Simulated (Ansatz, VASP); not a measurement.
# K2Be2O3 (K2Be2O3 (P2_1/c)) in two plane-wave programs, part 2 of 2

Wanted: the spread between two codes on one cell, functional and k mesh.

VASP 6.6.1 and Ansatz 0.2.0.

So far. Step 2 (VASP: single point, PBEsol): The run ends at a pressure of -2.43 GPa, with forces up to 0.032 eV/Å.

### 3. Ansatz: single point, PBEsol

Level of this step: Ansatz beside VASP: Kohn-Sham DFT, plane waves, PBEsol (Ansatz).

Ansatz runs on its default PAW (the set named soft_2) files.

The same cell, functional, mesh and smearing now go to Ansatz, which takes its cutoff from its data sets.

Input file input.yaml:

```yaml
crystal:
  lattice:
    - [-7.6700280911, 8.0388679846, 5.760031152]
    - [2.2053874115, -8.0388679846, 5.7282150062]
    - [7.6700280911, 8.0388679846, -5.760031152]
  atoms:
    - { symbol: K, position: [0.6362708806, 0.5685117365, 0.2823559791] }
    - { symbol: K, position: [0.1362708806, 0.0685117365, 0.2823559791] }
    - { symbol: K, position: [0.1362708806, 0.5685117365, 0.782355979] }
    - { symbol: K, position: [0.6362708806, 0.0685117365, 0.7823559791] }
    - { symbol: K, position: [0.2861557574, 0.3185117365, 0.1822408558] }
    - { symbol: K, position: [0.7861557575, 0.8185117365, 0.1822408559] }
    - { symbol: K, position: [0.7861557574, 0.3185117365, 0.6822408558] }
    - { symbol: K, position: [0.2861557575, 0.8185117365, 0.6822408559] }
    - { symbol: K, position: [0.7138442426, 0.6814882635, 0.8177591442] }
    - { symbol: K, position: [0.2138442426, 0.1814882635, 0.8177591442] }
    - { symbol: K, position: [0.2138442426, 0.6814882635, 0.3177591442] }
    - { symbol: K, position: [0.7138442425, 0.1814882635, 0.3177591442] }
    - { symbol: K, position: [0.3637291194, 0.4314882635, 0.717644021] }
    - { symbol: K, position: [0.8637291194, 0.9314882635, 0.717644021] }
    - { symbol: K, position: [0.8637291194, 0.4314882635, 0.217644021] }
    - { symbol: K, position: [0.3637291193, 0.9314882635, 0.217644021] }
    - { symbol: Be, position: [0.5077389487, 0.4042997866, 0.4073718702] }
    - { symbol: Be, position: [0.0077389487, 0.9042997866, 0.4073718702] }
    - { symbol: Be, position: [0.0077389487, 0.4042997866, 0.9073718702] }
    - { symbol: Be, position: [0.5077389487, 0.9042997866, 0.9073718702] }
    - { symbol: Be, position: [0.5030720836, 0.8457002134, 0.3534391622] }
    - { symbol: Be, position: [0.0030720836, 0.3457002135, 0.3534391622] }
    - { symbol: Be, position: [0.0030720836, 0.8457002135, 0.8534391622] }
    - { symbol: Be, position: [0.5030720836, 0.3457002134, 0.8534391621] }
    - { symbol: Be, position: [0.4969279164, 0.1542997865, 0.6465608378] }
    - { symbol: Be, position: [0.9969279164, 0.6542997865, 0.6465608378] }
    - { symbol: Be, position: [0.9969279164, 0.1542997866, 0.1465608379] }
    - { symbol: Be, position: [0.4969279164, 0.6542997866, 0.1465608379] }
    - { symbol: Be, position: [0.4922610513, 0.5957002134, 0.5926281298] }
    - { symbol: Be, position: [0.9922610513, 0.0957002135, 0.5926281299] }
    - { symbol: Be, position: [0.9922610513, 0.5957002134, 0.0926281299] }
    - { symbol: Be, position: [0.4922610513, 0.0957002135, 0.0926281299] }
    - { symbol: O, position: [0.5, 0.25, 0.25] }
    - { symbol: O, position: [0.0, 0.75, 0.25] }
    - { symbol: O, position: [0.0, 0.25, 0.75] }
    - { symbol: O, position: [0.5, 0.75, 0.75] }
    - { symbol: O, position: [0.0, 0.0, 0.0] }
    - { symbol: O, position: [0.5, 0.5, 0.0] }
    - { symbol: O, position: [0.5, 0.0, 0.5] }
    - { symbol: O, position: [0.0, 0.5, 0.5] }
    - { symbol: O, position: [0.8743154402, 0.5924233522, 0.6699523737] }
    - { symbol: O, position: [0.3743154402, 0.0924233522, 0.6699523737] }
    - { symbol: O, position: [0.3743154401, 0.5924233522, 0.1699523737] }
    - { symbol: O, position: [0.8743154402, 0.0924233523, 0.1699523737] }
    - { symbol: O, position: [0.5775290214, 0.6575766477, 0.5318920879] }
    - { symbol: O, position: [0.0775290214, 0.1575766477, 0.5318920879] }
    - { symbol: O, position: [0.0775290214, 0.6575766477, 0.0318920879] }
    - { symbol: O, position: [0.5775290214, 0.1575766477, 0.0318920879] }
    - { symbol: O, position: [0.4224709786, 0.3424233523, 0.4681079121] }
    - { symbol: O, position: [0.9224709786, 0.8424233523, 0.4681079121] }
    - { symbol: O, position: [0.9224709786, 0.3424233523, 0.9681079121] }
    - { symbol: O, position: [0.4224709786, 0.8424233523, 0.9681079121] }
    - { symbol: O, position: [0.1256845599, 0.4075766478, 0.3300476263] }
    - { symbol: O, position: [0.6256845598, 0.9075766478, 0.3300476263] }
    - { symbol: O, position: [0.6256845598, 0.4075766478, 0.8300476263] }
    - { symbol: O, position: [0.1256845598, 0.9075766478, 0.8300476263] }
hamiltonian:
  xc: pbesol
  pseudopotentials: { kind: paw }
kpoints:
  mp_grid: { grid: [2, 2, 2] }
scf:
  occupations: { method: gaussian, width: 0.05 }
  n_extra_bands: 18
output:
  forces: true
  stress: true
  eigenvalues: true
  write_density: true
  write_potential: true
  elf: true
  volumetric_format: npy
```

The run is started by

```console
> ansatz run input.yaml --threads 8 --pin off --max-ram 18432MiB --backend cpu --events-out ev --progress --plain --runs-dir out
```

Numbers of over 12 decimals in the logs are rounded to 6 here.

Log:

```text
scf.n_extra_bands = 18 over 160 filled bands (N_el = 320.0): the run solves 178 bands
Engine: ansatz 0.2.0, aarch64-unknown-linux-gnu
Pseudopotentials: kind: paw
Pseudopotential: K, paw, valence charge 9, recommended cutoff 420 eV (normal), K.paw.azcp
Pseudopotential: Be, paw, valence charge 2, recommended cutoff 420 eV (normal), Be.paw.azcp
Pseudopotential: O, paw, valence charge 6, recommended cutoff 420 eV (normal), O.paw.azcp
Functional definition: PBEsol
  exchange = pbesol_x
  correlation = pbesol_c
Crystal: 56 atoms, lattice volume = 910.622 Å³
Basis set: ecut = 420 eV, 17787 PW (Γ), exchange–correlation on 180×144×180 points (8 copies of the dense FFT grid, shifted against one another)
Bands: 178, of which v1, the nominal top of the filled ones, is band 160 counted from 1 (159 counted from 0)
Symmetry: 16 space group operations
Space group: P21/c (ITA 14), of the structure as read, at distance tolerance 9.7e-5 Å
k-points: 6 of 8
Non-local potential: K, projectors of the file, l = 0: 3, l = 1: 2, l = 2: 2
Non-local potential: Be, projectors of the file, l = 0: 2, l = 1: 2, l = 2: 1
Non-local potential: O, projectors of the file, l = 0: 2, l = 1: 2, l = 2: 1
PAW form: soft (Blöchl's): semilocal exchange-correlation on the pseudo side does not see the compensation charge
PAW frozen core: K, regenerated for the run's functional, and the local potential with it (the file was generated under x = pbe(κ = 0.804, μ = 0.219515), c = pbe(β = 0.066725))
PAW frozen core: Be, regenerated for the run's functional, and the local potential with it (the file was generated under x = pbe(κ = 0.804, μ = 0.219515), c = pbe(β = 0.066725))
PAW frozen core: O, regenerated for the run's functional, and the local potential with it (the file was generated under x = pbe(κ = 0.804, μ = 0.219515), c = pbe(β = 0.066725))
PAW one-centre angular grid: K, 110 points (default); XC on 64 Gauss nodes
PAW one-centre angular grid: Be, 110 points (default); XC on 64 Gauss nodes
PAW one-centre angular grid: O, 110 points (default); XC on 64 Gauss nodes
Initial density: superposition of atomic densities (neutral atoms: chi_scale 0, normalization atom), corrected by the library's trained network
Initial wavefunctions: pseudopotential atomic-orbital guess
Functional: x = pbesol(κ = 0.804, μ = 0.123457), c = pbesol(β = 0.046)
SCF iter   1: F=—  HF=-39218.409845 eV  |F-HF|=—  |Δ(HF+E_count)|=         —  Δρ=9.62e-3  dr2=6.92e-1  ethr=1.77e-3  ⟨swp⟩=7.0  Hψ=4955  notcnv=0  defer=12
preconditioner: auto → Resta (q_TF=auto, 2.292 Å⁻¹)  ε∞=3.5  [insulator: Δε(μ)=3.232 eV  Ē_g=13.143 eV  σ=0.050 eV  W_gap=1.00  n_scr=188 (ndim 8)  ℏωp=20.9 eV  f_vac=0.133  D(μ)=0.00/eV (n_scr^D=0)  ε∞_Penn≈3.5]
SCF iter   2: F=—  HF=-39218.233578 eV  |F-HF|=—  |Δ(HF+E_count)|=   1.76e-1  Δρ=2.68e-3  dr2=3.87e-2  ethr=2.16e-4  ⟨swp⟩=2.0  Hψ=2164  notcnv=0  defer=77
SCF iter   3: F=—  HF=-39218.224349 eV  |F-HF|=—  |Δ(HF+E_count)|=   9.23e-3  Δρ=8.69e-4  dr2=5.89e-3  ethr=1.21e-5  ⟨swp⟩=2.0  Hψ=1799  notcnv=0  defer=77
SCF iter   4: F=—  HF=-39218.224029 eV  |F-HF|=—  |Δ(HF+E_count)|=   3.20e-4  Δρ=3.73e-4  dr2=9.73e-4  ethr=1.84e-6  ⟨swp⟩=2.0  Hψ=1711  notcnv=0  defer=77
SCF iter   5: F=—  HF=-39218.223974 eV  |F-HF|=—  |Δ(HF+E_count)|=   5.46e-5  Δρ=9.67e-5  dr2=1.18e-4  ethr=3.04e-7  ⟨swp⟩=2.0  Hψ=1855  notcnv=0  defer=77
SCF iter   6: F=—  HF=-39218.224015 eV  |F-HF|=—  |Δ(HF+E_count)|=   4.09e-5  Δρ=2.47e-5  dr2=9.32e-6  ethr=3.70e-8  ⟨swp⟩=2.0  Hψ=1423  notcnv=0  defer=77
SCF iter   7: F=—  HF=-39218.224090 eV  |F-HF|=—  |Δ(HF+E_count)|=   7.45e-5  Δρ=4.81e-6  dr2=3.87e-7  ethr=2.91e-9  ⟨swp⟩=2.5  Hψ=1687  notcnv=0  defer=77
SCF iter   8: F=-39218.224090 eV  HF=-39218.224090 eV  |F-HF|=4.60e-8  |Δ(HF+E_count)|=   6.34e-7  Δρ=1.40e-6  dr2=2.60e-8  ethr=3.13e-11  ⟨swp⟩=13.8  Hψ=7912  notcnv=0
SCF 1 converged in 8 iterations: F = -39218.224090 eV  dr2 = 2.60e-8
  greatest PAW one-centre occupation: 0.987 electrons in one spin orbital (limit 2), on the K atom at site 15 (counted from 0), in its partial waves of l = 0
SCF converged after 8 iterations
Free energy (F): -39218.224090 eV
Harris-Foulkes:  -39218.224090 eV  (|F-HF|=4.60e-8)
Internal energy: -39218.224090 eV  (E = F + TS)
E sigma→0 (E₀):  -39218.224090 eV
Fermi energy:    4.362035 eV
--- Per-component energies (eV) ---
  E_band       = -2197.055241
  E_kinetic    = 8629.506038
  E_local      = -20140.655042  (includes V_loc(G=0)·N_el)
  E_nonlocal   = 1461.218737
  E_hartree    = 7211.165831
  E_xc         = -4211.469954
  E_vxc        = -5211.484914  (∫ρ·V_xc dr)
  E_paw        = -16769.367260  (= ΣΔE_a)
  E_vpaw       = -1358.022413  (= ΣTr[D̂ρ^β])
  E_aug_tail   = 0.059019  (compensation charges beyond the density's cutoff)
  E_ewald      = -15401.407033
  E_core_change = 2.725574  (= ΣΔE_core)
  E_smearing   = -0.000000  (= −TS)
  E_closure    = -0.000000  (closes the sum)
  Σ components = -39218.224090   (vs F -39218.224090, Δ=0.00e0)
--- Forces (eV/Å), atoms counted from 1 ---
  atom   1  K     -0.01586950     0.07599791    -0.01592741
  atom   2  K     -0.01586950     0.07599791    -0.01592741
  atom   3  K     -0.01586950     0.07599791    -0.01592741
  atom   4  K     -0.01586950     0.07599791    -0.01592741
  atom   5  K     -0.01586950    -0.07599791    -0.01592741
  atom   6  K     -0.01586950    -0.07599791    -0.01592741
  atom   7  K     -0.01586950    -0.07599791    -0.01592741
  atom   8  K     -0.01586950    -0.07599791    -0.01592741
  atom   9  K      0.01586950     0.07599791     0.01592741
  atom  10  K      0.01586950     0.07599791     0.01592741
  atom  11  K      0.01586950     0.07599791     0.01592741
  atom  12  K      0.01586950     0.07599791     0.01592741
  atom  13  K      0.01586950    -0.07599791     0.01592741
  atom  14  K      0.01586950    -0.07599791     0.01592741
  atom  15  K      0.01586950    -0.07599791     0.01592741
  atom  16  K      0.01586950    -0.07599791     0.01592741
  atom  17  Be     0.05193213     0.00138845     0.00160724
  atom  18  Be     0.05193213     0.00138845     0.00160724
  atom  19  Be     0.05193213     0.00138845     0.00160724
  atom  20  Be     0.05193213     0.00138845     0.00160724
  atom  21  Be    -0.05193213     0.00138845    -0.00160724
  atom  22  Be    -0.05193213     0.00138845    -0.00160724
  atom  23  Be    -0.05193213     0.00138845    -0.00160724
  atom  24  Be    -0.05193213     0.00138845    -0.00160724
[...]
atom  49  O     -0.01084903    -0.02240482     0.01915562
  atom  50  O     -0.01084903    -0.02240482     0.01915562
  atom  51  O     -0.01084903    -0.02240482     0.01915562
  atom  52  O     -0.01084903    -0.02240482     0.01915562
  atom  53  O      0.01084903    -0.02240482    -0.01915562
  atom  54  O      0.01084903    -0.02240482    -0.01915562
  atom  55  O      0.01084903    -0.02240482    -0.01915562
  atom  56  O      0.01084903    -0.02240482    -0.01915562
  max |Σ_I F_I| component: 4.86e-17 eV/Å
--- Stress (GPa, compression-positive) ---
       -0.467498       0.000000       0.002580
        0.000000      -0.441746      -0.000000
        0.002580      -0.000000      -1.158807
  P = ⅓ Tr σ = -0.6894 GPa (-6.894 kbar)
--- Band table (eV; the first three rows and the last of 6) ---
  k-point 0: bands = [... 156 lower, 2.6629, 2.6629, 2.6691, 2.6691, 6.0477, 7.9458, 7.9458, 8.1075, ... 14 higher]
  k-point 1: bands = [... 156 lower, 2.4343, 2.4343, 2.4399, 2.4399, 7.0085, 7.0085, 7.5719, 7.5719, ... 14 higher]
  k-point 2: bands = [... 156 lower, 2.4718, 2.4718, 2.4718, 2.4718, 7.4858, 7.4858, 7.6396, 7.6396, ... 14 higher]
  k-point 5: bands = [... 156 lower, 2.6613, 2.6693, 2.6693, 2.6763, 7.1545, 7.1545, 7.5255, 7.5255, ... 14 higher]
```

Run time: 30 s. Hardware: 8 threads of Arm Neoverse N1, shared host; peak memory 4.8 GiB.

The column dr2 measures how far the density is from self-consistency, as an energy; F and HF (Harris–Foulkes) agree once it is small.

The run ends at a pressure of -0.69 GPa, with forces up to 0.079 eV/Å.

### 4. Differences

Known differences besides the potentials themselves: the data sets hold 320 valence electrons in Ansatz (default PAW (the set named soft_2) files) and 288 in VASP; the cutoff is 420 eV in Ansatz and 400 eV in VASP (PREC = Normal, projectors in real space); Ansatz makes its cores anew for this functional, VASP keeps those of its PBE data sets; VASP leaves aspherical gradient terms in its spheres out (LASPH is not set), Ansatz keeps them. Total energies have different zeros and are not compared.

The two programs side by side:

| quantity | Ansatz | VASP | difference |
| --- | --- | --- | --- |
| pressure (GPa) | -0.69 | -2.43 | +1.74 |
| pressure without Ansatz's Pulay correction (GPa) | -1.02 | -2.43 | +1.41 |
| gap on the k mesh (eV) | 3.371 | 3.364 | +0.007 |

At this near-relaxed geometry the largest component of a force difference is 73 meV/Å. A gap on the mesh is an upper bound, since the band edges may lie between its points. Ansatz's pressure holds a Pulay correction of 0.33 GPa; VASP's holds none.

### 5. What the set-up changes

Further runs change the set-up of one program: Ansatz's method, potentials or start, or VASP's data sets, cutoff or form of LDA. The table gives Ansatz less VASP for each quantity, since a change that brings one quantity closer may part another.

| run | r.m.s. force difference (meV/Å) | pressure (GPa) | gap on the k mesh (eV) | pressure without Ansatz's Pulay correction (GPa) |
| --- | --- | --- | --- | --- |
| as above | 32 | 1.7 | 0.0072 | 1.4 |
| cores kept as stored | 33 | 1.8 | 0.0077 | 1.5 |
| Ansatz's larger PAW set (cutoff 1007 eV) | 31 | 1.7 | 0.0066 |  |
| norm-conserving potentials (cutoff 1197 eV) | 29 | 1.7 | 0.024 |  |

### 6. Outcome

| Property | Result |
| --- | --- |
| r.m.s. force difference (single point, PBEsol) | 32 meV/Å |
| difference in pressure (single point, PBEsol) | 1.7 GPa |

What this shows: The r.m.s. force difference is 32 meV/Å (single point, PBEsol), beyond the 12 meV/Å picked in this series as the mark of a large difference. By the marks of this series, far apart in the single point, PBEsol pair: the r.m.s. force difference, 32 meV/Å and the difference in pressure, 1.7 GPa. Single point, PBEsol, norm-conserving potentials (cutoff 1197 eV): the difference in gap on the k mesh goes from 0.0072 to 0.024 eV. How closely two codes agree says nothing of how well the functional describes the real material.

[Lines on the potential files, build, host, timing and source positions are cut from VASP's logs without a mark.]

[Logs are printed without paths, hosts, clocks, repeated set-up lines and the standing remarks that a program may print on its own settings, such as how far it seeks lower states.]

[Hosts, paths, dates, database ids (printed as entryN), source tags and the programs' standing remarks are cut or masked in the printed files.]
